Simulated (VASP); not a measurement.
Computed with PBE GGA, VASP's PBE PAW potentials (set 64) (plane waves; VASP).

The input files of a VASP run:

INCAR:
```
SYSTEM = PbTe
PREC = Accurate
ENCUT = 400
EDIFF = 1E-6
NELM = 100
ALGO = Normal
LREAL = .FALSE.
LASPH = .TRUE.
ISMEAR = 0
SIGMA = 0.05
GGA = PE
LMAXMIX = 4
LWAVE = .FALSE.
LCHARG = .FALSE.
IBRION = 2
ISIF = 3
NSW = 60
EDIFFG = -0.01
```

### POSCAR
```
PbTe
1
   -0.0000000000     3.2818670601     3.2818670601
    3.2818670601     0.0000000000     3.2818670601
    3.2818670601     3.2818670601     0.0000000000
Te Pb
1 1
Direct
  0.5000000000   0.5000000000   0.5000000000
  0.0000000000   0.0000000000   0.0000000000
```

File KPOINTS:
```
kpoints
0
Gamma
6 6 6
```

POTCAR, in this order: Te Pb_d (PBE.64 set). Program: vasp_std.

What VASP printed:

File OSZICAR:
```
       N       E                     dE             d eps       ncg     rms          rms(c)
DAV:   1     0.134291816228E+03    0.13429E+03   -0.78707E+03   464   0.109E+03
DAV:   2     0.180505406044E+01   -0.13249E+03   -0.12838E+03   484   0.296E+02
DAV:   3    -0.742879413970E+01   -0.92338E+01   -0.90572E+01   562   0.849E+01
DAV:   4    -0.766024708907E+01   -0.23145E+00   -0.23140E+00   562   0.170E+01
DAV:   5    -0.766730707916E+01   -0.70600E-02   -0.70599E-02   608   0.242E+00    0.304E+00
DAV:   6    -0.752530037585E+01    0.14201E+00   -0.34510E-01   566   0.455E+00    0.187E+00
DAV:   7    -0.752181204870E+01    0.34883E-02   -0.98727E-02   572   0.173E+00    0.919E-01
DAV:   8    -0.752386919232E+01   -0.20571E-02   -0.10604E-02   484   0.120E+00    0.134E-01
DAV:   9    -0.752380403194E+01    0.65160E-04   -0.12431E-03   630   0.385E-01    0.519E-02
DAV:  10    -0.752386167329E+01   -0.57641E-04   -0.14688E-04   472   0.866E-02    0.244E-02
DAV:  11    -0.752387080116E+01   -0.91279E-05   -0.25632E-05   514   0.405E-02    0.670E-03
DAV:  12    -0.752387115758E+01   -0.35642E-06   -0.18292E-06   546   0.161E-02
   1 F= -.75238712E+01 E0= -.75238712E+01  d E =-.752387E+01
```

OUTCAR:
```
------------------------ aborting loop because EDIFF is reached ----------------------------------------
  FORCE on cell =-STRESS in cart. coord.  units (eV):
  Direction    XX          YY          ZZ          XY          YZ          ZX
  --------------------------------------------------------------------------------------
  Total        0.0183877      0.0183877      0.0183877      0.0000000      0.0000000     -0.0000000
  in kB        0.4167203      0.4167203      0.4167203      0.0000000      0.0000000     -0.0000000
  external PRESSURE =       0.4167203 kB  Pullay stress =       0.0000000 kB
  volume of cell :       70.70
      direct lattice vectors                 reciprocal lattice vectors
     0.000000000  3.281867060  3.281867060    -0.152352302  0.152352302  0.152352302
     3.281867060  0.000000000  3.281867060     0.152352302 -0.152352302  0.152352302
     3.281867060  3.281867060  0.000000000     0.152352302  0.152352302 -0.152352302
  FREE ENERGIE OF THE ION-ELECTRON SYSTEM (eV)
  ---------------------------------------------------
  free  energy   TOTEN  =        -7.5238711576 eV

  energy  without entropy=       -7.5238711576  energy(sigma->0) =       -7.52387116

 reached required accuracy - stopping structural energy minimisation
```
(Selected blocks of OUTCAR.)

The compound is PbTe in the rock salt structure. It was relaxed first. The start is the result of an earlier pass.
